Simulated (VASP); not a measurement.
Write the native input for VASP 6.6.1 that does the following.

```
Task                   : single point
Functional             : PBE
Potentials or basis    : VASP PAW PBE potentials, release 64 (Na_pv, Sc_sv, O)
Cutoff                 : 520 eV
k mesh                 : 6 × 6 × 6
Occupations            : gaussian, width 0.1 eV
Spin                   : no spin polarisation
Dipole correction      : no
Further INCAR settings : ALGO = Fast; EDIFF = 1e-07; NBANDS = 32
```

The structure of NaSc2O3 lies in POSCAR:

```
NaSc2O3
1.0
    5.6217596909      0.0000000000      0.0000000000
   -2.8108798455      4.8685867063      0.0000000000
    0.0000000000      0.0000000000      2.8603279363
Na Sc O
1 2 3
Direct
    0.0000000000      0.0000000000      0.5000000000
    0.3333333333      0.6666666667      0.5000000000
    0.6666666667      0.3333333333      0.5000000000
    0.5000000000      0.5000000000      0.0000000000
    0.0000000000      0.5000000000      0.0000000000
    0.5000000000      0.0000000000      0.0000000000
```

The cell was built by a generator and needn't be a form met in nature.

The input as run:

INCAR

```
SYSTEM = NaSc2O3
ALGO     = Fast           ! electronic algorithm
EDIFF    = 1E-7           ! SCF threshold, eV
ENCUT    = 520            ! plane-wave cutoff, eV
GGA      = PE             ! functional
ISIF     = 2              ! what is computed and relaxed
ISMEAR   = 0              ! smearing method
LASPH    = .True.         ! aspherical terms in the spheres
LCHARG   = .False.        ! write CHGCAR
LREAL    = .False.        ! projectors in reciprocal space
LWAVE    = .False.        ! write WAVECAR
NBANDS   = 32             ! bands
NELM     = 100            ! most SCF steps
PREC     = Accurate       ! precision mode
SIGMA    = 0.1            ! smearing width, eV
```

KPOINTS

```
k-points
0
Gamma
  6 6 6
  0 0 0
```

Potentials or basis: VASP PAW PBE potentials, release 64 (Na_pv, Sc_sv, O).

Run with:

```console
$ cat potpaw_PBE.64/Na_pv/POTCAR potpaw_PBE.64/Sc_sv/POTCAR potpaw_PBE.64/O/POTCAR > POTCAR
$ mpirun -np 1 vasp_std > vasp.out
```

Results of the run:

| Property | Result |
| --- | --- |
| Pressure | 0.7 GPa |
| Band gap on the k mesh | none (metal or under the smearing width) |

Caveat: the k mesh is coarse (spacing up to 0.37 Å⁻¹), so the values aren't converged; an odd number of electrons without spin polarisation forces a metal; a magnetic or distorted state may lie lower.

It took 50 s on 1 thread of Intel(R) Xeon(R) 6975P-C (Granite Rapids), with other jobs on the host, peak memory 0.23 GiB.
